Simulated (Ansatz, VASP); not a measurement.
# Two plane-wave programs on Sb2As2C

Contents of INCAR:

```
SYSTEM = Sb2As2C
PREC = Accurate
ENCUT = 600
EDIFF = 1E-6
ISMEAR = 0
SIGMA = 0.1
LREAL = .False.
LASPH = .True.
NELM = 100
ALGO = Normal
ISIF = 3
LWAVE = .False.
LCHARG = .False.
GGA = PE
IBRION = 2
NSW = 90
EDIFFG = -0.04
```

File KPOINTS:

```
Automatic mesh
0
Gamma
  6 6 6
  0 0 0
```

File POSCAR:

```
Sb2As2C
1.0
   -1.8447256652      3.4661190754      4.4231781318
    1.8447256652     -3.4661190754      4.4231781318
    1.8447256652      3.4661190754     -4.4231781318
Sb As C
2 2 1
Direct
    0.2097174634      0.7097174634      0.5000000000
    0.7902825366      0.2902825366      0.5000000000
    0.2308886611      0.0000000000      0.2308886611
    0.7691113389      0.0000000000      0.7691113389
    0.5000000000      0.0000000000      0.5000000000
```

Input for Ansatz:

```yaml
crystal:
  lattice:
    - [-1.8447256652, 3.4661190754, 4.4231781318]
    - [1.8447256652, -3.4661190754, 4.4231781318]
    - [1.8447256652, 3.4661190754, -4.4231781318]
  atoms:
    - { symbol: Sb, position: [0.2097174634, 0.7097174634, 0.5] }
    - { symbol: Sb, position: [0.7902825366, 0.2902825366, 0.5] }
    - { symbol: As, position: [0.2308886611, 0.0, 0.2308886611] }
    - { symbol: As, position: [0.7691113389, 0.0, 0.7691113389] }
    - { symbol: C, position: [0.5, 0.0, 0.5] }
basis:
  ecutwfc: 420
kpoints:
  mp_grid: { grid: [6, 6, 6] }
hamiltonian:
  xc: pbe
scf:
  occupations: { method: gaussian, width: 0.1 }
  lower_state_search: "off"
output:
  forces: true
  stress: true
  eigenvalues: true
relax:
  adjacent_minimum: "off"
  f_tol: 0.04
  max_steps: 70
  cell: { stress_tol: 0.4 }
```

Alike in both runs: task relaxation of cell and atoms; functional PBE; k mesh 6 × 6 × 6; occupations gaussian, width 0.1 eV; no spin polarisation.

```csv
,VASP,Ansatz
version,VASP 6.6.1,Ansatz 0.2.0
potentials or method,"VASP PAW PBE potentials, release 64 (Sb, As, C)","scalar-relativistic, plane waves, PAW"
plane-wave cutoff (eV),600,420
valence electrons in the cell,24,64
```

|  | VASP | Ansatz | Ansatz less VASP |
| --- | --- | --- | --- |
| gap on the k mesh at the Fermi level, each at its own relaxed structure (eV) | none | none | - |
| relaxed volume (Å³/atom) | 22.89 | 22.87 | -0.014 |
| relaxed cell length with the largest relative difference (Å) | 5.892 | 5.901 | +0.0090 |
| energy change over the relaxation (meV/atom) | -5 | -5 | -0.1 |

A gap of «none» marks a metal or a gap that the smearing closes. The two sets of potentials don't hold the same shells in valence.

The runs have no spin-orbit coupling, so splittings on Sb are missing.
